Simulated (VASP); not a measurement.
# A VASP study of HfGe (AM05): structure first, properties next

What structure does HfGe take at this level, and what are its properties? The steps: rough relaxation of the start cell, relaxing cell and atoms (AM05), single point with fields (AM05), band structure (AM05), total and projected DOS (AM05), band structure (TB-mBJ), vibrations at Γ (AM05) and bands along the symmetry lines (AM05), changed input. The cell is invented: it takes the structure of a Materials Project entry for HfTi (space group 187 there), with some of its atoms replaced by other elements, volume scaled by an estimate. It may not be a known or stable phase.

Calculated with VASP 6.6.1; AM05; plane waves and PAW (Hf_pv, Ge_d), in the first sound run; inputs show where later runs differ.

## (1) The structure

Before any relaxation, the start is as follows. Symmetry: P-6m2, No. 187, hexagonal system. Conventional cell: a = 3.034 Å, b = 3.034 Å, c = 4.748 Å, α = 90.00°, β = 90.00°, γ = 120.00°. Hf has 6 Ge at 2.95 Å and 6 Hf at 3.03 Å nearest. Nearest to Ge lie 6 Hf at 2.95 Å and 6 Ge at 3.03 Å. It derives from HfTi. it takes the structure of a Materials Project entry for HfTi (space group 187 there), with some of its atoms replaced by other elements, volume scaled by an estimate. Farther neighbours are not listed.

Structure file:

```cif
data_structure
_symmetry_space_group_name_H-M 'P 1'
_symmetry_Int_Tables_number 1
_cell_length_a 3.0345
_cell_length_b 3.0345
_cell_length_c 4.7484
_cell_angle_alpha 90.000
_cell_angle_beta 90.000
_cell_angle_gamma 120.000
_cell_volume 37.87
loop_
_atom_site_label
_atom_site_type_symbol
_atom_site_fract_x
_atom_site_fract_y
_atom_site_fract_z
_atom_site_occupancy
Hf1 Hf 0.66667 0.33333 0.50000 1
Ge2 Ge 0.33333 0.66667 0.00000 1
```

## (2) Rough relaxation of the start cell

The start is only an estimate, so a cheap relaxation brings it near a minimum before any careful run. AM05 is built from the electron gas and the surface model, and does well on lattice constants.

Input file INCAR:

```
SYSTEM = HfGe
PREC = Normal
ENCUT = 410
EDIFF = 1E-05
NELM = 60
ISMEAR = 0
SIGMA = 0.05
LREAL = .FALSE.
ALGO = Fast
GGA = AM
NBANDS = 18
LORBIT = 11
LWAVE = .FALSE.
LCHARG = .FALSE.
IBRION = 2
NSW = 40
ISIF = 3
EDIFFG = -0.04
```

Input file POSCAR:

```
HfGe
1.0
    3.0344630000      0.0000000000      0.0000000000
   -1.5172320000      2.6279220000      0.0000000000
    0.0000000000      0.0000000000      4.7483820000
Hf Ge
1 1
Direct
    0.6666666700      0.3333333300      0.5000000000
    0.3333333300      0.6666666700      0.0000000000
```

Input file KPOINTS:

```
Automatic mesh
0
Gamma
6 6 4
0 0 0
```

Potentials, in the order of the species: Hf_pv and Ge_d (PBE family, release 64).

Launch:

```sh
mpirun -np 1 vasp_std
```

The log of the run:

```text
[banner, memory and clock lines left out]
running    1 mpi-ranks, on    1 nodes
 distrk:  each k-point on    1 cores,    1 groups
 distr:  one band on    1 cores,    1 groups

 POSCAR found type information on POSCAR HfGe
 POSCAR found :  2 types and       2 ions
|                                                                             |
|               ----> ADVICE to this user running VASP <----                  |
|                                                                             |
|     You enforced a specific xc type in the INCAR file but a different       |
|     [... a line on the potential file left out ...]
|     I HOPE YOU KNOW WHAT YOU ARE DOING!                                     |
|                                                                             |

 LDA part: xc-table for (Slater+PW92), standard interpolation
 POSCAR, INCAR and KPOINTS ok, starting setup
 FFT: planning ... GRIDC
 FFT: planning ... GRID_SOFT
 FFT: planning ... GRID
 WAVECAR not read
 entering main loop
       N       E                     dE             d eps       ncg     rms          rms(c)
DAV:   1     0.126999279660E+03    0.12700E+03   -0.11466E+04   804   0.262E+03
DAV:   2    -0.390519150026E+01   -0.13090E+03   -0.12765E+03   796   0.446E+02
DAV:   3    -0.159337838273E+02   -0.12029E+02   -0.11905E+02   950   0.977E+01
DAV:   4    -0.161748990101E+02   -0.24112E+00   -0.24073E+00   908   0.142E+01
DAV:   5    -0.161782107553E+02   -0.33117E-02   -0.33111E-02   936   0.184E+00    0.452E+01
RMM:   6    -0.158459292415E+02    0.33228E+00   -0.25834E-01   837   0.374E+00    0.289E+01
RMM:   7    -0.157482610786E+02    0.97668E-01   -0.54502E-01   839   0.584E+00    0.438E+00
RMM:   8    -0.157338936936E+02    0.14367E-01   -0.52257E-02   841   0.218E+00    0.108E+00
RMM:   9    -0.157311170629E+02    0.27766E-02   -0.10353E-02   824   0.100E+00    0.270E-01
RMM:  10    -0.157310486995E+02    0.68363E-04   -0.15874E-03   910   0.366E-01    0.143E-01
WARNING in EDDRMM: call to ZHEGV failed, returncode =   6  3     13
RMM:  11    -0.157310834239E+02   -0.34724E-04   -0.38296E-04   855   0.143E-01    0.115E-01
RMM:  12    -0.157310879391E+02   -0.45151E-05   -0.64805E-05   690   0.580E-02
   1 F= -.15731088E+02 E0= -.15728452E+02  d E =-.157311E+02
 curvature:   0.00 expect dE= 0.000E+00 dE for cont linesearch  0.000E+00
 trial: gam= 0.00000 g(F)=  0.169E-45 g(S)=  0.249E+00 ort = 0.000E+00 (trialstep = 0.100E+01)
 search vector abs. value=  0.249E+00
 bond charge predicted
       N       E                     dE             d eps       ncg     rms          rms(c)
DAV:   1    -0.176113789051E+02   -0.18803E+01   -0.39218E+01   964   0.669E+01    0.119E+01
RMM:   2    -0.163174557975E+02    0.12939E+01   -0.17363E+00   825   0.144E+01    0.550E+00
RMM:   3    -0.158442483140E+02    0.47321E+00   -0.78539E-01   828   0.827E+00    0.196E+00
RMM:   4    -0.158405835931E+02    0.36647E-02   -0.16153E-01   896   0.360E+00    0.141E+00
RMM:   5    -0.158380521591E+02    0.25314E-02   -0.23267E-02   854   0.162E+00    0.177E-01
RMM:   6    -0.158381775318E+02   -0.12537E-03   -0.71136E-03   895   0.704E-01    0.174E-01
RMM:   7    -0.158382665650E+02   -0.89033E-04   -0.11817E-03   850   0.360E-01    0.617E-02
RMM:   8    -0.158382794616E+02   -0.12897E-04   -0.29644E-04   778   0.171E-01    0.360E-02
RMM:   9    -0.158382896635E+02   -0.10202E-04   -0.10760E-04   724   0.842E-02    0.179E-02
RMM:  10    -0.158382909820E+02   -0.13186E-05   -0.14036E-05   543   0.341E-02
   2 F= -.15838291E+02 E0= -.15837935E+02  d E =-.107203E+00
[... from here on, the cycles between the ionic steps are left out ...]
   3 F= -.15842188E+02 E0= -.15841428E+02  d E =-.111100E+00
   4 F= -.15866659E+02 E0= -.15865323E+02  d E =-.244708E-01
   5 F= -.15870118E+02 E0= -.15869576E+02  d E =-.279299E-01
   6 F= -.15870144E+02 E0= -.15869597E+02  d E =-.279556E-01
   7 F= -.15869362E+02 E0= -.15868547E+02  d E =-.271745E-01
   8 F= -.15870152E+02 E0= -.15869597E+02  d E =-.279643E-01
   9 F= -.15870442E+02 E0= -.15869863E+02  d E =-.289355E-03
  10 F= -.15870556E+02 E0= -.15870014E+02  d E =-.403444E-03
  11 F= -.15870508E+02 E0= -.15869947E+02  d E =-.355480E-03
 curvature:  -0.05 expect dE=-0.816E-04 dE for cont linesearch -0.394E-04
 ZBRENT: interpolating
 opt :   0.7006  next Energy=   -15.870597 (dE=-0.445E-03)
 bond charge predicted
       N       E                     dE             d eps       ncg     rms          rms(c)
DAV:   1    -0.158706624902E+02   -0.15186E-03   -0.24997E-03   958   0.641E-01    0.122E-01
RMM:   2    -0.158705754009E+02    0.87089E-04   -0.12328E-04   831   0.128E-01    0.513E-02
RMM:   3    -0.158705434085E+02    0.31992E-04   -0.59213E-05   775   0.784E-02    0.122E-02
RMM:   4    -0.158705424210E+02    0.98748E-06   -0.76478E-06   499   0.266E-02
  12 F= -.15870542E+02 E0= -.15869993E+02  d E =-.390148E-03
 curvature:  -0.05 expect dE=-0.161E-05 dE for cont linesearch -0.471E-06
 trial: gam=-0.10249 g(F)=  0.433E-44 g(S)=  0.307E-04 ort = 0.114E-03 (trialstep = 0.872E+00)
 search vector abs. value=  0.226E-04
 reached required accuracy - stopping structural energy minimisation
```

It took 31 s on 1 MPI rank of AMD EPYC 7R43, shared host; peak memory 0.09 GiB.

The logs omit lines about the potential files and the build; timing stands in the text.

Parts of OUTCAR (step 2):

```text
ion  position               nearest neighbor table
   1  0.667  0.333  0.500-   2 2.95   2 2.95   2 2.95   2 2.95   2 2.95   2 2.95
   2  0.333  0.667  0.000-   1 2.95   1 2.95   1 2.95   1 2.95   1 2.95   1 2.95

  LATTYP: Found a hexagonal cell.
 ALAT       =     3.0344630000
 C/A-ratio  =     1.5648178936

 Subroutine GETGRP returns: Found 12 space group operations
 (whereof 12 operations were pure point group operations)

The static configuration has the point symmetry D_3h.

 Found     21 irreducible k-points:

   k-points           NKPTS =     21   k-points in BZ     NKDIM =     21   number of bands    NBANDS=     18

   dimension x,y,z NGX =    16 NGY =   16 NGZ =   24
   dimension x,y,z NGXF=    32 NGYF=   32 NGZF=   48

   ENCUT  =  410.0 eV  30.13 Ry    5.49 a.u.   5.01  5.01  7.84*2*pi/ulx,y,z

   NELECT =      24.0000    total number of electrons

 k-points in reciprocal lattice and weights: Automatic mesh
   0.00000000  0.00000000  0.00000000       0.007
   0.16666667  0.00000000  0.00000000       0.042
   0.33333333  0.00000000  0.00000000       0.042
   0.50000000  0.00000000  0.00000000       0.021
   0.16666667  0.16666667  0.00000000       0.042
   0.33333333  0.16666667  0.00000000       0.083
   0.33333333  0.33333333  0.00000000       0.014
   0.00000000  0.00000000  0.25000000       0.014
   0.16666667  0.00000000  0.25000000       0.083
[...]
0.33333333  0.16666667  0.50000000       0.083
   0.33333333  0.33333333  0.50000000       0.014

 average (electrostatic) potential at core
       1 -35.2106       2 -72.1022

 E-fermi :   6.2395

 k-point     1 :       0.0000    0.0000    0.0000
  band No.  band energies     occupation
    ...
      7     -17.8161      2.00000
      8     -17.8161      2.00000
      9      -5.3353      2.00000
     10       3.0833      2.00000
     11       4.3569      2.00000
     12       7.6380      0.00000
     13       7.6380      0.00000
     14      10.5620      0.00000
     15      10.5620      0.00000
     16      12.6060      0.00000
    ...

 k-point     2 :       0.1667    0.0000    0.0000
  band No.  band energies     occupation
    ...
      7     -17.8184      2.00000
      8     -17.8069      2.00000
      9      -4.7161      2.00000
     10       3.9202      2.00000
     11       4.1028      2.00000
     12       6.3232      0.01797
     13       8.3273      0.00000
     14      10.2050      0.00000
     15      10.3933      0.00000
     16      10.8010      0.00000
    ...

 k-point     3 :       0.3333    0.0000    0.0000
  band No.  band energies     occupation
    ...
      8     -17.7835      2.00000
      9      -3.0021      2.00000
     10       3.5016      2.00000
     11       3.6644      2.00000
     12       5.1189      2.00000
     13       9.1461      0.00000
     14       9.5279      0.00000
     15       9.5928      0.00000
     16      10.9146      0.00000
     17      12.2166      0.00000
    ...

  Total        0.0227746      0.0227746      0.0153042     -0.0000000      0.0000000     -0.0000000
  in kB        0.9935319      0.9935319      0.6676398     -0.0000002      0.0000000     -0.0000000
  external PRESSURE =       0.8849012 kB  Pullay stress =       0.0000000 kB

  energy-cutoff  :      410.00
  volume of cell :       36.73
      direct lattice vectors                 reciprocal lattice vectors
     3.111908818 -0.000000015 -0.000000000     0.321346177  0.185529367  0.000000000
    -1.555954935  2.694992050  0.000000000     0.000000002  0.371058610  0.000000000
    -0.000000000 -0.000000000  4.379202947     0.000000000  0.000000000  0.228352057

 POSITION                                       TOTAL-FORCE (eV/Angst)
 -----------------------------------------------------------------------------------
      1.55595      0.89833      2.18960        -0.000000      0.000000     -0.000000
     -0.00000      1.79666     -0.00000         0.000000     -0.000000      0.000000
 -----------------------------------------------------------------------------------
    total drift:                                0.000009     -0.000003     -0.000000

  FREE ENERGIE OF THE ION-ELECTRON SYSTEM (eV)
  ---------------------------------------------------
  free  energy   TOTEN  =       -15.8705424210 eV

  energy  without entropy=      -15.8694440631  energy(sigma->0) =      -15.86999324

 reached required accuracy - stopping structural energy minimisation

 total charge
# of ion       s       p       d       tot
------------------------------------------
    1        0.341   6.446   1.661   8.448
    2        1.159   1.181  10.037  12.377
--------------------------------------------------
tot          1.500   7.627  11.698  20.825

[... 3 further parts left out ...]
```

CONTCAR:

```
HfGe
   1.00000000000000
     3.1119088179570236   -0.0000000148453785   -0.0000000000000000
    -1.5559549345960280    2.6949920497396862    0.0000000000000000
    -0.0000000000000000   -0.0000000000000000    4.3792029465217563
  Hf              Ge
     1     1
Direct
     0.6666666699999979    0.3333333300000021    0.5000000000000000
     0.3333333300000021    0.6666666699999979    0.0000000000000000
```

The k-mesh is coarse for a metal. Harder data sets than Hf_pv exist (the GW ones), and pressures, volumes and forces can shift noticeably with them. This relaxation is a rough one on cheap settings, only to bring the start near its minimum. The PAW data sets were made with PBE, which is usual practice but a small mismatch for other functionals. The run keeps the 12 symmetry operations of its start, so it cannot find a distortion of lower symmetry.

Relaxation path:

| step | energy less that of the first step (eV) | largest force (eV/Å) | pressure (GPa) | volume (Å³) |
| --- | --- | --- | --- | --- |
| 1 | 0.0000 | 0.0000 | -4.29 | 37.87 |
| 2 | -0.1072 | 0.0000 | 6.13 | 35.07 |
| 3 | -0.1111 | 0.0000 | 3.98 | 35.54 |
| 4 | -0.1356 | 0.0000 | -0.76 | 36.92 |
| 5 | -0.1390 | 0.0000 | 0.43 | 36.51 |
| 6 | -0.1391 | 0.0000 | 0.60 | 36.53 |
| 7 | -0.1383 | 0.0000 | 0.04 | 36.72 |
| 8 | -0.1391 | 0.0000 | 0.52 | 36.55 |
| 9 | -0.1394 | 0.0000 | -0.23 | 36.78 |
| 10 | -0.1395 | 0.0000 | 0.59 | 36.70 |
| 11 | -0.1394 | 0.0000 | -0.66 | 36.75 |
| 12 | -0.1395 | 0.0000 | 0.09 | 36.73 |

| conventional cell, symmetrised | before | after | change |
| --- | --- | --- | --- |
| a (Å) | 3.034 | 3.112 | +2.6 % |
| b (Å) | 3.034 | 3.112 | +2.6 % |
| c (Å) | 4.748 | 4.379 | -7.8 % |
| volume (Å³/atom) | 18.93 | 18.36 | -3.0 % |

The relaxed structure:

```xyz
2
Lattice="3.1119 0.0000 0.0000 -1.5560 2.6950 0.0000 0.0000 0.0000 4.3792" Properties=species:S:1:pos:R:3 pbc="T T T"
Hf    1.5560    0.8983    2.1896
Ge    0.0000    1.7967    0.0000
```

This step gave:

| Item | Value |
| --- | --- |
| electrons | 24 |
| bands | 18 |
| irreducible k-points | 21 |
| symmetry operations | 12 |
| free energy (TOTEN) | -15.87 eV |
| energy at zero smearing | -15.87 eV |
| Fermi energy | 6.239 eV |
| pressure | 0.08849 GPa |
| metallic | yes |
| SCF cycles over all ionic steps | 79 |

It ends with forces that vanish by symmetry and a pressure of 0.09 GPa.

(Part 1 of 5 ends here.)

[Lines on the potential files, build, host, timing and source positions are cut from VASP's logs without a mark.]

[Logs are printed without paths, hosts, clocks, repeated set-up lines and the standing remarks that a program may print on its own settings, such as how far it seeks lower states.]

[Hosts, paths, dates, database ids (printed as entryN), source tags and the programs' standing remarks are cut or masked in the printed files.]

[A measured line is paired with the nearest computed mode of its activity, which favours agreement.]
